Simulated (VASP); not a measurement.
**TaS₂ (relaxed from the pyrite structure, space group Pa-3): computed properties**

Method: PBEsol GGA, VASP's PBE PAW potentials (set 64) (plane waves; VASP).

| Quantity | Value |
|---|---|
| space group | Pa-3 (205) |
| cell | a = 6.011 Å, b = 6.011 Å, c = 6.011 Å, α = 90.00°, β = 90.00°, γ = 90.00° |
| volume per atom | 18.10 Å³/atom |
| band gap (over mesh and band path) | none (metal, semimetal or under 0.01 eV) |
| density | 7.49 g/cm³ |

```xyz
12
Lattice="6.0111 0.0000 0.0000 0.0000 6.0111 0.0000 0.0000 0.0000 6.0111" Properties=species:S:1:pos:R:3 pbc="T T T"
Ta     0.0000     0.0000     0.0000
Ta     3.0056     3.0056     0.0000
Ta     0.0000     3.0056     3.0056
Ta     3.0056     0.0000     3.0056
S      2.1320     2.1320     2.1320
S      5.1376     0.8735     3.8791
S      3.8791     5.1376     0.8735
S      0.8735     3.8791     5.1376
S      3.8791     3.8791     3.8791
S      0.8735     5.1376     2.1320
S      2.1320     0.8735     5.1376
S      5.1376     2.1320     0.8735
```

Unless said otherwise, spin-orbit coupling is left out, though it shifts the bands of the heavy elements here.

The structure was generated: TaS2 was put into the pyrite type (Pa-3), which need not be its known phase. It was relaxed first, which changed the volume by +5 %. Symmetry was kept, so distortions that lower it aren't found.
